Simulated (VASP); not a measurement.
Given:

```
CELL_PARAMETERS angstrom
      5.26341     0.00000     0.00000
      0.00000     3.71151     0.00000
     -1.20770     0.00000     9.27040
ATOMIC_POSITIONS crystal
  Zr 0.28476 0.75000 0.65179
  Zr 0.71524 0.25000 0.34821
  S  0.87426 0.75000 0.17591
  S  0.12574 0.25000 0.82409
  S  0.23786 0.25000 0.44721
  S  0.76214 0.75000 0.55279
  S  0.52338 0.25000 0.82381
  S  0.47662 0.75000 0.17619
```

Method: LDA (Ceperley-Alder, Perdew-Zunger), VASP's LDA PAW potentials (set 64) (plane waves; VASP). Run with 300 eV cut-off, 4×5×2 Γ-centred mesh, Gaussian smearing of 0.010 eV, potentials Zr_sv S.

At this cut-off the stress carries a Pulay error, which pulls relaxed volumes low.

### Question
What does the run give for the energy per atom (σ→0), pressure, largest force?

### Answer

```yaml
energy per atom (σ→0): -7.076 eV/atom
pressure: -85.1 kbar
largest_force: 0.796 eV/Å
```

The absolute energy has meaning only against runs of the same code, potentials and settings.

The structure comes from a computed database's ZrS3 entry; how it stands against other phases isn't given here. The cell was not relaxed at this level.
